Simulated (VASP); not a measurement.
A convergence study with VASP on Al (fcc): one setting is varied, all else stays as given below, so the limit is that of these other settings. The cell's lengths are 1 % over those of the tabulated start, so it is off equilibrium.

```
CELL_PARAMETERS angstrom
      0.00000     2.04525     2.04525
      2.04525     0.00000     2.04525
      2.04525     2.04525     0.00000
ATOMIC_POSITIONS crystal
  Al 0.00000 0.00000 0.00000
```

All values below come from PBE GGA, VASP's PBE PAW potentials (set 64) (plane waves; VASP). The tightest run used: 1000 eV cut-off, 17×17×17 Γ-centred mesh, first-order Methfessel-Paxton smearing of 0.10 eV, potentials Al.

```tsv
setting	E (eV/atom)	pressure (GPa)	plane waves
ENCUT = 150	-3.7131	-2.58	76
ENCUT = 200	-3.7267	-2.58	118
ENCUT = 250	-3.7343	-2.67	169
```

Question: These are the cheaper rows. Estimate the results at ENCUT = 1000, and how far the last row shown lies from them.

Answer: 
```csv
quantity,tightest run,last row shown is off by
E (eV/atom),-3.7425,0.0081
pressure (GPa),-2.68,0.01
```

Left out are rungs that failed or repeat a setting and relaxations that didn't move; long series are thinned to 24 rows.

The compound is Al in the fcc structure. The cell was not relaxed at this level.
